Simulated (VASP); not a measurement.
VASP input:

**POSCAR**
```
Ir3Rh
1
    0.0000000000     1.9086566907     1.9086566907
    1.9086566907     0.0000000000     1.9086566907
    7.6405916054     7.6405916054    -0.0059648424
Rh Ir
1 3
Direct
  0.0000000000   1.0000000000   0.0000000000
  0.0007411959   0.0007411959   0.2494441031
  0.0000000000   1.0000000000   0.5000000000
  0.9992588041   0.9992588041   0.7505558969
```

### INCAR
```
SYSTEM  =  Ir3Rh
PREC  =  Accurate; ENCUT  =  400; LREAL  =  .False.
LASPH  =  .True.
EDIFF  =  1E-6; NELM  =  100; ALGO  =  Normal
LMAXMIX  =  6
ISMEAR  =  1; SIGMA  =  0.1
GGA  =  PS
IBRION  =  2; NSW  =  60; ISIF  =  3
EDIFFG  =  -0.02
LWAVE  =  .False.; LCHARG  =  .False.
```

**KPOINTS**
```
Automatic mesh
0
Gamma
12 12 3
0 0 0
```

POTCAR, in this order: Rh_pv Ir (PBE.64 set). Program: vasp_std.

Problem. Translate this PBEsol calculation to Quantum ESPRESSO's pw.x.

Solution. One equivalent input (not run):
```
&CONTROL
  calculation = 'vc-relax'
  pseudo_dir = './pseudo'
  outdir = './out'
  tprnfor = .true.
  tstress = .true.
  nstep = 60
  forc_conv_thr = 0.00078
/
&SYSTEM
  ibrav = 0
  nat = 4
  ntyp = 2
  ecutwfc = 88
  occupations = 'smearing'
  smearing = 'methfessel-paxton'
  degauss = 0.00735
  input_dft = 'pbesol'
/
&ELECTRONS
  conv_thr = 7.3e-08
  electron_maxstep = 100
/
&IONS
/
&CELL
/
ATOMIC_SPECIES
  Rh 102.906 Rh.upf
  Ir 192.217 Ir.upf
CELL_PARAMETERS angstrom
     0.0000000    1.9086567    1.9086567
     1.9086567    0.0000000    1.9086567
     7.6405916    7.6405916   -0.0059648
ATOMIC_POSITIONS crystal
  Rh   0.0000000  1.0000000  0.0000000
  Ir   0.0007412  0.0007412  0.2494441
  Ir   0.0000000  1.0000000  0.5000000
  Ir   0.9992588  0.9992588  0.7505559
K_POINTS automatic
  12 12 3 0 0 0
```
What does not carry over: the potentials are each code's own (VASP's PAW set, PseudoDojo norm-conserving files in pw.x), so ENCUT and ecutwfc are chosen apart and not converted; conv_thr bounds pw.x's estimated SCF error, while EDIFF bounds the energy change between steps; forc_conv_thr acts on force components and is met together with etot_conv_thr.

The structure was generated: Ir3Rh was put into an ordered model structure (R-3m), which need not be its known phase. This run relaxes it. Symmetry was kept, so distortions that lower it aren't found. The start is the result of an earlier pass.
